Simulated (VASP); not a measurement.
Data:

```
Li2O
1.0
    3.07791     0.00000     0.00000
   -1.53896     2.66555     0.00000
    0.00000     0.00000     3.79942
O Li
1 2
Direct
  0.00000   0.00000   0.00000
  0.33333   0.66667   0.17988
  0.66667   0.33333   0.82012
```

Computed with PBEsol GGA, VASP's PBE PAW potentials (set 64) (plane waves; VASP 6.6.1). Settings: 600 eV cut-off, 8×8×6 Γ-centred mesh, Gaussian smearing of 0.050 eV, potentials O Li_sv.

Each row applies one change to this cell, which was relaxed at other settings and keeps the small stress of the first row; at a fixed cut-off the stress holds a Pulay part, so it need not integrate to ΔE exactly. Stress is in GPa, positive when the cell is compressed.

```
change                                            ΔE (meV/atom)    σxx    σyy    σzz  largest shear component, with its sign (GPa)  largest force (eV/Å)
------------------------------------------------  -------------  -----  -----  -----  --------------------------------------------  --------------------
none                                                        0.0  -0.11  -0.11   0.10                                          0.00                 0.001
uniaxial strain of +2.0 % along z                          -0.2  -0.44  -0.44  -0.77                                          0.00                 0.094
biaxial strain of +1.5 % in the xz plane                    1.0  -2.96  -0.87  -0.78                                          0.10                 0.106
atom 1 (O) moved by 0.200 Å along y                        54.7   1.67   4.16   1.44                                          2.12                 1.711
uniaxial strain of -4.0 % along x                           [?]    [?]    [?]    [?]                                           [?]                   [?]
shear strain γ_xz = -2.0 % with the ions relaxed            0.0  -0.09  -0.09   0.13                                         -0.20                 0.003
atom 1 (O) moved by 0.150 Å along x                         [?]    [?]    [?]    [?]                                           [?]                   [?]
atom 1 (O) moved by -0.025 Å along z                        0.4  -0.09  -0.09   0.08                                          0.00                 0.100
biaxial strain of -1.0 % in the yz plane                    1.6   0.48   2.04   0.78                                          0.11                 0.072
```

**Question.** Some entries are withheld; supply them.

**Answer.** 
- atom 1 (O) moved by 0.150 Å along x, ΔE (meV/atom): 30.2
- atom 1 (O) moved by 0.150 Å along x, σxx: 2.20
- atom 1 (O) moved by 0.150 Å along x, σyy: 0.98
- atom 1 (O) moved by 0.150 Å along x, σzz: 0.85
- atom 1 (O) moved by 0.150 Å along x, largest shear component, with its sign (GPa): -1.14
- atom 1 (O) moved by 0.150 Å along x, largest force (eV/Å): 1.235
- uniaxial strain of -4.0 % along x, ΔE (meV/atom): 11.6
- uniaxial strain of -4.0 % along x, σxx: 8.40
- uniaxial strain of -4.0 % along x, σyy: 1.59
- uniaxial strain of -4.0 % along x, σzz: 1.04
- uniaxial strain of -4.0 % along x, largest shear component, with its sign (GPa): -0.51
- uniaxial strain of -4.0 % along x, largest force (eV/Å): 0.122

Failed runs are left out, and for metals the shear rows, which the mesh's noise covers.

The structure was generated: Li2O was put into the CdI2 type (P-3m1), which need not be its known phase.
